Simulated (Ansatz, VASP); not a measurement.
# Cross-check of Bi (bismuthene monolayer) between VASP and Ansatz

Aim: how closely do two programs agree when they are given the same cell, functional and k mesh? The structure shown is the start of the Ansatz relaxation below; VASP solves that cell, so the two are compared at the walk's first step.

Method: plane waves, with VASP 6.6.1 beside it; single point at PBE with D3(BJ), in Ansatz 0.2.0.

### 1. The structure

The cell holds 2 atoms: 2 Bi. Its edges and angles: a = 4.340 Å, b = 4.340 Å, c = 34.440 Å, α = 90.0°, β = 90.0°, γ = 120.0°. Vacuum lies along c.

### 2. Ansatz: relaxation, PBE with D3(BJ)

Ansatz runs on its PAW soft_1 files.

The two programs are compared at the cell with which this relaxation starts, whose forces are those of its first step.

File input.yaml:

```yaml
crystal:
  lattice:
    - [4.34, 0.0, 0.0]
    - [-2.17, 3.7585502524, 0.0]
    - [0.0, 0.0, 34.4399999989]
  atoms:
    - { symbol: Bi, position: [0.6666666667, 0.3333333333, 0.474738676] }
    - { symbol: Bi, position: [0.3333333333, 0.6666666667, 0.525261324] }
  periodic: [true, true, false]
kpoints:
  mp_grid: { grid: [12, 12, 1] }
hamiltonian:
  xc: pbe
  dispersion: d3bj
  pseudopotentials: { kind: paw, azcp: { folder: soft_1 } }
scf:
  occupations: { method: fermi_dirac, width: 0.05 }
  convergence: { dr2_threshold: 1.0e-09 }
relax:
  f_tol: 0.004
  max_steps: 90
  cell: {}
output:
  write_potential: true
  write_density: true
  volumetric_format: npy
```

Started as:

```
> ansatz run input.yaml --threads 2 --pin off --max-ram 3072MiB --backend cpu --events-out ev --progress --plain --runs-dir out
```

Numbers of over 12 decimals in the logs are rounded to 6 here.

Log:

```text
Warning: relax.cell: scf.convergence.dr2_threshold = 1e-9 eV is looser than the 1.45108817173e-10 eV advised for a relaxation that steers and ends on the stress (1e-10 eV for each atom of the cell: 2, times the square of relax.cell.stress_2d_tol = 0.05 N/m over 11.7 Å (the atoms' height at the walk's start and 5 Å past either face), 4.259e-2 GPa, over a crystal's default 0.05). What an SCF threshold leaves in a stress goes as its square root, and in the free energy as the threshold itself, and one threshold admits the most on a small cell: [figures from the program's tests cut] Set scf.convergence.dr2_threshold to 1.45108817173e-10 eV or tighter. [rest of the remark cut]
Engine: ansatz 0.2.0, aarch64-unknown-linux-gnu
Pseudopotentials: kind: paw
Pseudopotential: Bi, paw, valence charge 15, recommended cutoff 420 eV (normal), soft_1/Bi.paw.azcp
Functional definition: PBE
  parameter kappa = 0.804
  parameter beta = 0.066725
  exchange = pbe_x(kappa = kappa, mu = beta*pi^2/3)
  correlation = pbe_c(beta = beta)
Crystal: 2 atoms, lattice volume = 561.789 Å³
Basis set: ecut = 420 eV, 11089 PW (Γ), exchange–correlation on 60×60×480 points (8 copies of the dense FFT grid, shifted against one another)
Bands: 19, of which v1, the nominal top of the filled ones, is band 15 counted from 1 (14 counted from 0)
Symmetry: 12 space group operations
Space group: P-3m1 (ITA 164), of the structure as read, at distance tolerance 8.3e-5 Å
k-points: 19 of 144
Non-local potential: Bi, projectors of the file, l = 0: 2, l = 1: 2, l = 2: 2, l = 3: 1
PAW form: soft (Blöchl's): semilocal exchange-correlation on the pseudo side does not see the compensation charge
PAW one-centre angular grid: Bi, 590 points (default); XC on 64 Gauss nodes
Initial density: superposition of atomic densities (neutral atoms: chi_scale 0, normalization atom)
Initial wavefunctions: pseudopotential atomic-orbital guess
Functional: x = pbe(κ = 0.804, μ = 0.219515), c = pbe(β = 0.066725)
iter 1 solved again at ethr=8.90e-4 eV; its pass at ethr=3.10e-3 eV (dr2=2.67e-1 eV) is discarded
SCF iter   1: F=—  HF=-24798.741704 eV  |F-HF|=—  |Δ(HF+E_count)|=         —  Δρ=5.69e-3  dr2=2.71e-1  ethr=8.90e-4  ⟨swp⟩=1.7  Hψ=3640  notcnv=0
preconditioner: auto → Resta (q_TF=auto, 1.674 Å⁻¹)  ε∞=1.4  [insulator: Δε(μ)=0.649 eV  Ē_g=6.697 eV  σ=0.050 eV  W_gap=1.00  n_scr=24 (ndim 8)  ℏωp=4.4 eV  f_vac=0.804  D(μ)=0.00/eV (n_scr^D=0)  ε∞_Penn≈1.4  vacuum switching on, ρ_ref=3.3e-3 e/Å³]
SCF iter   2: F=—  HF=-24798.693092 eV  |F-HF|=—  |Δ(HF+E_count)|=   4.86e-2  Δρ=2.99e-3  dr2=4.82e-2  ethr=8.90e-4  ⟨swp⟩=3.3  Hψ=622  notcnv=0
SCF iter   3: F=—  HF=-24798.688673 eV  |F-HF|=—  |Δ(HF+E_count)|=   4.42e-3  Δρ=6.38e-4  dr2=2.85e-3  ethr=1.61e-4  ⟨swp⟩=3.8  Hψ=792  notcnv=0
SCF iter   4: F=—  HF=-24798.688421 eV  |F-HF|=—  |Δ(HF+E_count)|=   2.52e-4  Δρ=1.60e-4  dr2=1.01e-4  ethr=9.51e-6  ⟨swp⟩=3.4  Hψ=778  notcnv=0
SCF iter   5: F=—  HF=-24798.688467 eV  |F-HF|=—  |Δ(HF+E_count)|=   4.67e-5  Δρ=2.64e-5  dr2=4.30e-6  ethr=3.38e-7  ⟨swp⟩=3.1  Hψ=732  notcnv=0
SCF iter   6: F=—  HF=-24798.688473 eV  |F-HF|=—  |Δ(HF+E_count)|=   5.88e-6  Δρ=3.13e-6  dr2=5.05e-8  ethr=1.43e-8  ⟨swp⟩=3.3  Hψ=768  notcnv=0
SCF iter   7: F=—  HF=-24798.688552 eV  |F-HF|=—  |Δ(HF+E_count)|=   7.91e-5  Δρ=5.62e-7  dr2=1.59e-9  ethr=1.68e-10  ⟨swp⟩=3.2  Hψ=724  notcnv=0
SCF iter   8: F=-24798.688552 eV  HF=-24798.688552 eV  |F-HF|=1.89e-10  |Δ(HF+E_count)|=   1.29e-9  Δρ=1.28e-7  dr2=8.40e-11  ethr=3.33e-12  ⟨swp⟩=10.9  Hψ=2650  notcnv=0
SCF 1 converged in 8 iterations: F = -24798.688552 eV  dr2 = 8.40e-11
  greatest PAW one-centre occupation: 0.987 electrons in one spin orbital (limit 2), on the Bi atom at site 1 (counted from 0), in its partial waves of l = 2
relax step   1: F+E_penalty+E_count = -24798.68855235 eV  Δ(F+E_penalty+E_count) = +0.000e0 eV  max|allowed force component| = 1.236e-1 eV/Å  Δτ_max = 0.0000 Å  P = -0.553 N/m  Ω = 561.789 Å³  fix = [c, alpha, beta]  reactions: c -0.000 N/m  (8 SCF iters, accepted)
[...]
relax step   4: F+E_penalty+E_count = -24798.69643758 eV  Δ(F+E_penalty+E_count) = -7.325e-4 eV  max|allowed force component| = 1.962e-3 eV/Å  Δτ_max = 0.0064 Å  P = -0.001 N/m  Ω = 545.628 Å³  energy of the carried Pulay correction = +1.579e-4 eV  fix = [c, alpha, beta]  reactions: c -0.000 N/m  (6 SCF iters, accepted)
[...]
relax step   5: F+E_penalty+E_count = -24798.69628450 eV  Δ(F+E_penalty+E_count) = +1.531e-4 eV  max|allowed force component| = 1.940e-3 eV/Å  Δτ_max = 0.0000 Å  P = -0.001 N/m  Ω = 545.628 Å³  fix = [c, alpha, beta]  reactions: c -0.000 N/m  stress off target by 1.34e-3 N/m on what of the cell is left free  SCF on the basis re-selected at this cell (its energy is not comparable with the rows above)  (4 SCF iters)
basis re-selected at this cell: Δ(F+E_penalty+E_count) = +1.531e-4 eV, ΔP = -0.000 N/m vs the last step (what re-selecting the basis moved, of the pressure what is left beyond the Pulay correction that the steps carried, after the strain that the cell walked since its last selection, with what the two solves' SCF thresholds leave and, on support functions, any second-order correction that the steps lacked; it is no m [...]
WARN: The input density's exchange-correlation potential varies sharply where the density is thin. Do not read a vacuum level from v_tot or v_xc, or from such a field of the output density. On a cell that repeats whose density bears no net charge and no dipole along the vacuum's axis use v_es (v_loc + v_h of the components); under efield.dipole_correction with no amplitude use v_es + v_field, which holds any external [...]
SCF converged after 4 iterations
Free energy (F): -24798.696285 eV
Harris-Foulkes:  -24798.696285 eV  (|F-HF|=3.71e-10)
Internal energy: -24798.696237 eV  (E = F + TS)
E sigma→0 (E₀):  -24798.696261 eV
Entropy (-TS):   -0.000047 eV (-0.024 meV/atom)
Fermi energy:    -3.705408 eV
--- Per-component energies (eV) ---
  E_band       = -623.912066
  E_kinetic    = 507.854405
  E_local      = -41053.384535  (includes V_loc(G=0)·N_el)
  E_nonlocal   = 815.779017
  E_hartree    = 19978.005050
  E_xc         = -301.518667
  E_vxc        = -259.922871  (∫ρ·V_xc dr)
  E_paw        = -21327.302583  (= ΣΔE_a)
  E_vpaw       = -590.247971  (= ΣTr[D̂ρ^β])
  E_aug_tail   = 0.000416  (compensation charges beyond the density's cutoff)
  E_ewald      = 16582.321506
  E_disp       = -0.450846  (pairwise vdW)
  E_smearing   = -0.000047  (= −TS)
  E_closure    = -0.000000  (closes the sum)
  Σ components = -24798.696285   (vs F -24798.696285, Δ=0.00e0)
--- Forces (eV/Å), atoms counted from 1 ---
  atom   1  Bi    -0.00000000     0.00000000     0.00194043
  atom   2  Bi     0.00000000    -0.00000000    -0.00194043
  max |Σ_I F_I| component: 3.47e-18 eV/Å
--- 2D stress c σ (N/m, compression-positive) ---
       -0.001339      -0.000000      -0.000000
       -0.000000      -0.001339      -0.000000
       -0.000000      -0.000000      -0.000000
  P = ½ c Tr σ = -0.0013 N/m
--- Band table (eV; the first three rows and the last of 19) ---
  k-point 0: bands = [... 11 lower, -12.6120, -5.0379, -4.0129, -4.0129, -3.4351, -1.4724, -1.4724, -0.3892]
  k-point 1: bands = [... 11 lower, -12.6299, -5.0135, -4.8419, -4.1730, -2.7501, -1.7773, -1.3409, -0.2931]
  k-point 2: bands = [... 11 lower, -12.6995, -5.8137, -4.9764, -4.5324, -2.8142, -1.5756, -1.0921, -0.0631]
  k-point 18: bands = [... 11 lower, -14.3032, -7.3679, -6.1768, -6.1768, -2.8498, -1.0953, -1.0953, 1.9367]
  the weakly bound empty levels are not read free of the cell's end (no_gap_told)
--- Relaxed structure (4 steps of the walk, 4 accepted, 1 SCFs on fresh bases) ---
  F+E_penalty+E_count = -24798.69628450 eV   max|allowed force component| = 1.940e-3 eV/Å   (the final SCF, on the basis selected at the relaxed cell)
  cell:  # Å, volume = 545.6279 Å³
    - [4.277120, 0.0, 0]
    - [-2.138560, 3.704094, 0]
    - [0, 0, 34.4399999989]
  atoms:
    - { symbol: Bi, position: [0.666667, 0.333333, 0.474606] }
    - { symbol: Bi, position: [0.333333, 0.666667, 0.525394] }
```

### 3. VASP: single point, PBE with D3(BJ), start cell

The same cell, functional, mesh and smearing now go to VASP, with its own data sets.

Lines of VASP's logs that name or quote its potential files are left out, and so is its time.

File INCAR:

```
SYSTEM = Bi
PREC = Accurate
ENCUT = 400
EDIFF = 1E-06
NELM = 120
ISMEAR = -1
SIGMA = 0.05
LREAL = .FALSE.
ALGO = Normal
GGA = PE
IVDW = 12
NBANDS = 21
LORBIT = 11
LWAVE = .FALSE.
LCHARG = .FALSE.
ISIF = 2
LDIPOL = .TRUE.
IDIPOL = 3
DIPOL = 0.5 0.5 0.5
LVHAR = .TRUE.
LASPH = .TRUE.
GGA_COMPAT = .FALSE.
EFERMI = MIDGAP
NELMDL = -8
```

File POSCAR:

```
Bi
1.0
    4.3400000000      0.0000000000      0.0000000000
   -2.1700000000      3.7585500000      0.0000000000
    0.0000000000      0.0000000000     34.4400000000
Bi
2
Direct
    0.6666666667      0.3333333333      0.4747386760
    0.3333333333      0.6666666667      0.5252613240
```

File KPOINTS:

```
Automatic mesh
0
Gamma
12 12 1
0 0 0
```

The projector-augmented-wave data sets are Bi_d (PBE family, release 64).

Started as:

```
> mpirun -np 1 vasp_std
```

Log:

```text
[banner, memory and clock lines left out]
running    1 mpi-ranks, on    1 nodes
 distrk:  each k-point on    1 cores,    1 groups
 distr:  one band on    1 cores,    1 groups

 POSCAR found type information on POSCAR Bi
 POSCAR found :  1 types and       2 ions
 LDA part: xc-table for (Slater+PW92), standard interpolation
 POSCAR, INCAR and KPOINTS ok, starting setup
 FFT: planning ... GRIDC
 FFT: planning ... GRID_SOFT
 FFT: planning ... GRID
 WAVECAR not read
 entering main loop
       N       E                     dE             d eps       ncg     rms          rms(c)
DAV:   1     0.192133503853E+03    0.19213E+03   -0.11900E+04  1230   0.818E+02
DAV:   2     0.659026473992E+01   -0.18554E+03   -0.18284E+03   926   0.282E+02
DAV:   3    -0.715329477412E+01   -0.13744E+02   -0.13708E+02   941   0.897E+01
DAV:   4    -0.759685261980E+01   -0.44356E+00   -0.44331E+00  1018   0.171E+01
DAV:   5    -0.761300080279E+01   -0.16148E-01   -0.16148E-01  1137   0.302E+00
DAV:   6    -0.761344166302E+01   -0.44086E-03   -0.44086E-03  1220   0.427E-01
DAV:   7    -0.761345344543E+01   -0.11782E-04   -0.11782E-04  1137   0.554E-02
DAV:   8    -0.761345385934E+01   -0.41391E-06   -0.41364E-06   916   0.915E-03    0.144E+00
DAV:   9    -0.758025466707E+01    0.33199E-01   -0.20175E-02   893   0.104E+00    0.892E-01
DAV:  10    -0.755432186497E+01    0.25933E-01   -0.60209E-02   926   0.161E+00    0.151E-01
DAV:  11    -0.755347754354E+01    0.84432E-03   -0.52404E-03   954   0.452E-01    0.395E-02
DAV:  12    -0.755323729620E+01    0.24025E-03   -0.35230E-04   974   0.121E-01    0.272E-02
DAV:  13    -0.755307803533E+01    0.15926E-03   -0.52217E-04   941   0.115E-01    0.146E-02
DAV:  14    -0.755316415440E+01   -0.86119E-04   -0.51398E-05   786   0.327E-02    0.105E-02
DAV:  15    -0.755350512819E+01   -0.34097E-03   -0.74200E-05   818   0.338E-02    0.498E-03
DAV:  16    -0.755359825846E+01   -0.93130E-04   -0.43217E-06   742   0.135E-02    0.404E-03
DAV:  17    -0.755374217888E+01   -0.14392E-03   -0.11290E-05   666   0.204E-02    0.205E-03
DAV:  18    -0.755375694107E+01   -0.14762E-04   -0.50444E-07   796   0.686E-03    0.166E-03
DAV:  19    -0.755380116074E+01   -0.44220E-04   -0.10129E-06   742   0.395E-03    0.663E-04
DAV:  20    -0.755381961139E+01   -0.18451E-04   -0.95989E-07   748   0.339E-03    0.617E-04
DAV:  21    -0.755382977030E+01   -0.10159E-04   -0.30879E-07   708   0.267E-03    0.217E-04
DAV:  22    -0.755383078164E+01   -0.10113E-05   -0.12383E-08   625   0.761E-04    0.173E-04
DAV:  23    -0.755383264272E+01   -0.18611E-05   -0.57907E-08   612   0.853E-04    0.897E-05
DAV:  24    -0.755383307193E+01   -0.42921E-06   -0.84191E-09   593   0.426E-04
   1 F= -.79911465E+01 E0= -.79911198E+01  d E =-.534260E-04
```

OUTCAR, selected parts (step 3):

```text
ion  position               nearest neighbor table
   1  0.667  0.333  0.475-   2 3.05   2 3.05   2 3.05
   2  0.333  0.667  0.525-   1 3.05   1 3.05   1 3.05

  LATTYP: Found a hexagonal cell.
 ALAT       =     4.3400000000
 C/A-ratio  =     7.9354838710

 Subroutine GETGRP returns: Found 12 space group operations
 (whereof 12 operations were pure point group operations)

The static configuration has the point symmetry D_3d.

 Found     19 irreducible k-points:

   k-points           NKPTS =     19   k-points in BZ     NKDIM =     19   number of bands    NBANDS=     21

   dimension x,y,z NGX =    28 NGY =   28 NGZ =  240
   dimension x,y,z NGXF=    56 NGYF=   56 NGZF=  480

   ENCUT  =  400.0 eV  29.40 Ry    5.42 a.u.   7.08  7.08 56.16*2*pi/ulx,y,z

   NELECT =      30.0000    total number of electrons

 k-points in reciprocal lattice and weights: Automatic mesh
   0.00000000  0.00000000  0.00000000       0.007
   0.08333333  0.00000000  0.00000000       0.042
   0.16666667  0.00000000  0.00000000       0.042
   0.25000000  0.00000000  0.00000000       0.042
   0.33333333  0.00000000  0.00000000       0.042
   0.41666667  0.00000000  0.00000000       0.042
   0.50000000  0.00000000  0.00000000       0.021
   0.08333333  0.08333333  0.00000000       0.042
   0.16666667  0.08333333  0.00000000       0.083
[...]
0.33333333  0.25000000  0.00000000       0.083
   0.33333333  0.33333333  0.00000000       0.014

 dipolmoment           0.000000      0.000000     -0.000000 electrons x Angstroem

 average (electrostatic) potential at core
       1-113.4365       2-113.4365

 E-fermi :  -2.5451

 k-point     1 :       0.0000    0.0000    0.0000
  band No.  band energies     occupation
    ...
     11     -15.1713      2.00000
     12     -11.3231      2.00000
     13      -3.6593      2.00000
     14      -2.8455      1.99509
     15      -2.8455      1.99509
     16      -2.2863      0.01123
     17      -0.3143      0.00000
     18      -0.3143      0.00000
     19       0.9161      0.00000
     20       0.9468      0.00000
    ...

 k-point     2 :       0.0833    0.0000    0.0000
  band No.  band energies     occupation
    ...
     11     -15.1100      2.00000
     12     -11.3458      2.00000
     13      -3.6463      2.00000
     14      -3.6206      2.00000
     15      -2.9952      1.99975
     16      -1.6184      0.00000
     17      -0.5985      0.00000
     18      -0.1871      0.00000
     19       1.0036      0.00000
     20       1.0814      0.00000
    ...

 k-point     3 :       0.1667    0.0000    0.0000
  band No.  band energies     occupation
    ...
     11     -14.9294      2.00000
     12     -11.4277      2.00000
     13      -4.5342      2.00000
     14      -3.6229      2.00000
     15      -3.3335      2.00000
     16      -1.5993      0.00000
     17      -0.4255      0.00000
     18       0.0610      0.00000
     19       1.2218      0.00000
     20       1.3478      0.00000
    ...

 Edisp (eV)   -0.43731

  Total      -0.61128    -0.61128    -0.24414     0.00000    -0.00000     0.00000
  in kB      -1.74333    -1.74333    -0.69628     0.00000    -0.00000     0.00000
  external pressure =       -1.39 kB  Pullay stress =        0.00 kB

  energy-cutoff  :      400.00
  volume of cell :      561.79
      direct lattice vectors                 reciprocal lattice vectors
     4.340000000  0.000000000  0.000000000     0.230414747  0.133030025  0.000000000
    -2.170000000  3.758550000  0.000000000     0.000000000  0.266060050  0.000000000
     0.000000000  0.000000000 34.440000000     0.000000000  0.000000000  0.029036005

 POSITION                                       TOTAL-FORCE (eV/Angst)
 -----------------------------------------------------------------------------------
      2.17000      1.25285     16.35000         0.000000     -0.000000      0.110686
     -0.00000      2.50570     18.09000        -0.000000      0.000000     -0.110686
 -----------------------------------------------------------------------------------
    total drift:                                0.000000      0.000000      0.000000

  FREE ENERGIE OF THE ION-ELECTRON SYSTEM (eV)
  ---------------------------------------------------
  free  energy   TOTEN  =        -7.9911464803 eV

  energy  without entropy=       -7.9910930543  energy(sigma->0) =       -7.99111977

 vacuum level on the upper side and lower side of the slab         1.298         1.298

 total charge
# of ion       s       p       d       tot
------------------------------------------
    1        1.522   1.377   9.902  12.802
    2        1.522   1.377   9.902  12.802
--------------------------------------------------
tot          3.044   2.754  19.805  25.603

[... 3 further parts left out ...]
```

The gap is read on the k-mesh alone, so it is an upper bound where the band edges lie off the mesh.

### 4. Differences

Known differences besides the potentials themselves: Ansatz cuts the interaction across the vacuum, VASP repeats the sheet with a dipole correction; the cutoff is 420 eV in Ansatz and 400 eV in VASP. Total energies have different zeros and are not compared.

Forces (eV/Å; atoms numbered as in POSCAR):

| atom | Ansatz x, y, z | VASP x, y, z |
| --- | --- | --- |
| Bi1 | 0.000, 0.000, 0.124 | 0.000, 0.000, 0.111 |
| Bi2 | 0.000, 0.000, -0.124 | 0.000, 0.000, -0.111 |

The forces differ by 7.4 meV/Å r.m.s., which is 11.6 % of the r.m.s. force of 0.064 eV/Å (both taken over all components). With vacuum in the cell, a pressure given here is an average over mostly empty space and none of the material.

### 5. Outcome

```yaml
r_m_s_force_difference_single_point_pbe_with_d3_bj_start_cell: 7.4 meV/Å
```

In words: The r.m.s. force difference is 7.4 meV/Å (single point, PBE with D3(BJ), start cell), within the 12 meV/Å picked in this series as the mark of a large difference. 1 further run of this series is not shown here. How closely two codes agree says nothing of how well the functional describes the real material.

[Lines on the potential files, build, host, timing and source positions are cut from VASP's logs without a mark.]

[Logs are printed without paths, hosts, clocks, repeated set-up lines and the standing remarks that a program may print on its own settings, such as how far it seeks lower states.]

[Hosts, paths, dates, database ids (printed as entryN), source tags and the programs' standing remarks are cut or masked in the printed files.]
